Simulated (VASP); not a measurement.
Here is the system:

```yaml
crystal:
  lattice:
    - [3.36161, 0.00000, 0.00000]
    - [-1.68080, 2.91124, 0.00000]
    - [0.00000, 0.00000, 5.56450]
  atoms:
    - { symbol: B, position: [0.33333, 0.66667, 0.00042] }
    - { symbol: B, position: [0.66667, 0.33333, 0.50042] }
    - { symbol: As, position: [0.33333, 0.66667, 0.37458] }
    - { symbol: As, position: [0.66667, 0.33333, 0.87458] }
```

Calculation: PBEsol GGA, VASP's PBE PAW potentials (set 64) (plane waves; VASP). Settings: 520 eV cut-off, Gaussian smearing of 0.050 eV, potentials B As.

### Question
Give the energies of bands 3 to 11 at the high-symmetry points, in eV from the valence-band maximum.

### Answer

| band | Γ | M | K | A | L | H |
|---|---|---|---|---|---|---|
| 3 | -9.09 | -8.64 | -7.52 | -5.28 | -8.85 | -8.58 |
| 4 | -2.10 | -7.30 | -7.52 | -5.28 | -8.85 | -8.58 |
| 5 | -2.10 | -6.24 | -7.16 | -1.28 | -3.40 | -6.19 |
| 6 | -0.38 | -4.29 | -4.87 | -1.28 | -3.40 | -6.19 |
| 7 | 0.00 | -4.06 | -4.87 | -1.28 | -3.35 | -2.85 |
| 8 | 0.00 | -2.08 | -4.62 | -1.28 | -3.35 | -2.85 |
| 9 | 2.13 | 1.01 | 1.20 | 2.82 | 1.67 | 2.67 |
| 10 | 2.69 | 3.62 | 6.12 | 2.82 | 1.67 | 2.67 |
| 11 | 2.69 | 4.11 | 6.12 | 4.12 | 2.68 | 4.78 |

The gap is indirect, 1.01 eV, from the valence maximum at Γ to the conduction minimum at M.

The structure was generated: BAs was put into the wurtzite type (P6_3mc), which need not be its known phase. It was relaxed first, which changed the volume by +6 %.
